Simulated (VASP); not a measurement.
Crystal: Ti.

```
Ti
1.0
     2.95000    0.00000    0.00000
    -1.47500    2.55477    0.00000
     0.00000    0.00000    4.68000
Ti
2
Cartesian
  0.0000 1.7032 1.1700
  1.4750 0.8516 3.5100
```

```yaml
Program: VASP 6.6.1
Task: relaxation of cell and atoms
Functional: PBEsol
Potentials_or_basis: VASP PAW PBE potentials, release 64 (Ti_sv)
Cutoff: 600 eV
k_mesh: 18 × 18 × 9
Occupations: methfessel-paxton, width 0.1 eV
Spin: no spin polarisation
```

At the start: pressure -6.0 GPa; volume 17.64 Å³/atom.

Q: How do energy, volume and symmetry change on relaxing?

A: Over 3 steps the energy falls by 18.7 meV/atom and the volume is 16.68 Å³/atom (-5.4 %); space group P6_3/mmc (No. 194, to 0.05 Å).

Step by step:
```csv
step,energy change (eV),largest force (eV/Å),pressure (GPa),volume (Å³)
1,0.0000,0.0000,-5.97,35.27
2,-0.0161,0.0000,5.22,32.02
3,-0.0373,0.0000,-0.01,33.37
```

Final structure:
```xyz
2
Lattice="2.8976 0.0000 0.0000 -1.4488 2.5094 0.0000 0.0000 0.0000 4.5889" Properties=species:S:1:pos:R:3 pbc="T T T"
Ti    0.0000    1.6730    1.1472
Ti    1.4488    0.8365    3.4416
```

Caveat: the PAW data sets were made with another functional, which shifts forces and pressure a little.
